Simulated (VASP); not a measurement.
Cd4TeO3, 8 atoms in the cell. The structure is cubic, space group I-43m (No. 217). The conventional cell has a = 7.160 Å, b = 7.160 Å, c = 7.160 Å, α = 90.00°, β = 90.00°, γ = 90.00°. Cd (site symmetry 3m) has 1 Te at 2.11 Å as nearest neighbours. Te (site symmetry -43m) is surrounded by 4 Cd at 2.11 Å. O (site symmetry -42m) is surrounded by 4 Cd at 2.92 Å. The cell was built by a generator and needn't be a form met in nature.

```yaml
Program: VASP 6.6.1
Task: relaxation of cell and atoms
Functional: PBE
Potentials_or_basis: VASP PAW PBE potentials, release 64 (Cd, Te, O)
Cutoff: 520 eV
k_mesh: 3 × 3 × 3
Occupations: gaussian, width 0.15 eV
Spin: no spin polarisation
Further_INCAR_settings: PREC = Normal; ALGO = Fast; EDIFF = 0.0001; IBRION = 2; EDIFFG = -0.08; NSW = 24; ISIF = 3
```

Potentials or basis: VASP PAW PBE potentials, release 64 (Cd, Te, O).

Command:

```bash
$ cat potpaw_PBE.64/Cd/POTCAR potpaw_PBE.64/Te/POTCAR potpaw_PBE.64/O/POTCAR > POTCAR
$ mpirun -np 1 vasp_std > vasp.out
```

Hardware: 1 thread of Intel(R) Xeon(R) Platinum 8259CL CPU @ 2.50GHz (Skylake/Cascade Lake), on a shared host.

Question: Estimate the wall time of this run.

Answer: Run time: 4.6 min on 1 thread of Intel(R) Xeon(R) Platinum 8259CL CPU @ 2.50GHz (Skylake/Cascade Lake), on a shared host, peak memory 0.23 GiB. Counts: scf iterations 137, k points 4, ion steps 17.
